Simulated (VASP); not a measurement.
Computed with r2SCAN+rVV10, VASP's PBE PAW potentials (set 64) (plane waves; VASP 6.6.1).

Input for VASP

### POSCAR
```
Ni3Si
6.7758320
  0.5000000272   0.0000000000   0.0000000000
  0.0000000000   0.5000000272   0.0000000000
  0.0000000000   0.0000000000   0.5000000272
Si Ni
1 3
Cart
  0.0000000000   0.0000000000   0.0000000000
  0.0000000000   0.2500000136   0.2500000136
  0.2500000136   0.0000000000   0.2500000136
  0.2500000136   0.2500000136   0.0000000000
```

INCAR:
```
# general
SYSTEM  =Ni3Si
PREC    =Accurate
ENCUT   =520
LREAL   =.FALSE.   # projection in real space or not
LASPH   =.TRUE.   # aspherical one-centre terms

# electronic loop
EDIFF   =1E-7   # SCF stop (eV)
NELM    =100
ALGO    =Normal
LMAXMIX =4   # l cut-off of mixed one-centre charges
LMIXTAU =.TRUE.

# smearing
ISMEAR  =1   # Methfessel-Paxton
SIGMA   =0.1

# functional
METAGGA =R2SCAN
LUSE_VDW=.TRUE.
BPARAM  =11.95
CPARAM  =0.0093

# ions
ISIF    =2   # forces and stress, cell fixed

# output
LWAVE   =.FALSE.
LCHARG  =.FALSE.
```

**KPOINTS**
```
K-points
0
G
 9 9 9
0 0 0
```

POTCAR, in this order: Si Ni (PBE.64 set). Program: vasp_std.

The resulting files:

### OSZICAR
```
       N       E                     dE             d eps       ncg     rms          rms(c)
DAV:   1     0.184103472214E+03    0.18410E+03   -0.16429E+04  1478   0.230E+03
DAV:   2    -0.411043149216E+02   -0.22521E+03   -0.21657E+03  1470   0.388E+02
DAV:   3    -0.529445630447E+02   -0.11840E+02   -0.11496E+02  1565   0.120E+02
DAV:   4    -0.532149129597E+02   -0.27035E+00   -0.26791E+00  1750   0.160E+01
DAV:   5    -0.532239743360E+02   -0.90614E-02   -0.90594E-02  1752   0.273E+00    0.228E+01
DAV:   6    -0.489899902938E+02    0.42340E+01   -0.62733E+01  1665   0.139E+02    0.173E+01
DAV:   7    -0.455366928150E+02    0.34533E+01   -0.16614E+01  1618   0.718E+01    0.558E+00
DAV:   8    -0.455664664489E+02   -0.29774E-01   -0.62838E-01  1626   0.707E+00    0.270E+00
DAV:   9    -0.454980426473E+02    0.68424E-01   -0.23741E-01  1686   0.860E+00    0.331E-01
DAV:  10    -0.455046824804E+02   -0.66398E-02   -0.14396E-02  1694   0.125E+00    0.162E-01
DAV:  11    -0.455057014672E+02   -0.10190E-02   -0.33987E-03  1680   0.557E-01    0.950E-02
DAV:  12    -0.455061738048E+02   -0.47234E-03   -0.85546E-04  1843   0.378E-01    0.428E-02
DAV:  13    -0.455061932479E+02   -0.19443E-04   -0.15394E-04  1640   0.153E-01    0.111E-02
DAV:  14    -0.455062073433E+02   -0.14095E-04   -0.71994E-05  1575   0.827E-02    0.737E-03
DAV:  15    -0.455062226850E+02   -0.15342E-04   -0.14383E-05  1711   0.526E-02    0.490E-03
DAV:  16    -0.455062261611E+02   -0.34761E-05   -0.74400E-06  1621   0.415E-02    0.143E-03
DAV:  17    -0.455062262882E+02   -0.12716E-06   -0.40653E-07  1467   0.998E-03    0.944E-04
DAV:  18    -0.455062263548E+02   -0.66559E-07   -0.51550E-08   880   0.376E-03
   1 F= -.45506226E+02 E0= -.45506132E+02  d E =-.283229E-03
```

File OUTCAR:
```
------------------------ aborting loop because EDIFF is reached ----------------------------------------
  FORCE on cell =-STRESS in cart. coord.  units (eV):
  Direction    XX          YY          ZZ          XY          YZ          ZX
  --------------------------------------------------------------------------------------
  Total        4.2134207      4.2134207      4.2134207      0.0000000      0.0000000     -0.0000000
  in kB      173.5990868    173.5990868    173.5990868      0.0000000      0.0000000     -0.0000000
  external PRESSURE =     173.5990868 kB  Pullay stress =       0.0000000 kB
  volume of cell :       38.89
      direct lattice vectors                 reciprocal lattice vectors
     3.387916184  0.000000000  0.000000000     0.295166688  0.000000000  0.000000000
     0.000000000  3.387916184  0.000000000     0.000000000  0.295166688  0.000000000
     0.000000000  0.000000000  3.387916184     0.000000000  0.000000000  0.295166688
 POSITION                                       TOTAL-FORCE (eV/Angst)
 -----------------------------------------------------------------------------------
      0.00000      0.00000      0.00000         0.000000      0.000000      0.000000
      0.00000      1.69396      1.69396         0.000000      0.000000      0.000000
      1.69396      0.00000      1.69396         0.000000      0.000000      0.000000
      1.69396      1.69396      0.00000         0.000000      0.000000      0.000000
 -----------------------------------------------------------------------------------
    total drift:                                0.000000      0.000000      0.000000
  FREE ENERGIE OF THE ION-ELECTRON SYSTEM (eV)
  ---------------------------------------------------
  free  energy   TOTEN  =       -45.5062263548 eV

  energy  without entropy=      -45.5059431258  energy(sigma->0) =      -45.50613195
```
(Selected blocks of OUTCAR.)

The compound is Ni3Si in the L1_2 structure. This cell is one point of a volume scan, at 0.94 of the reference volume. The run is not spin-polarised, so no magnetic state was tried.
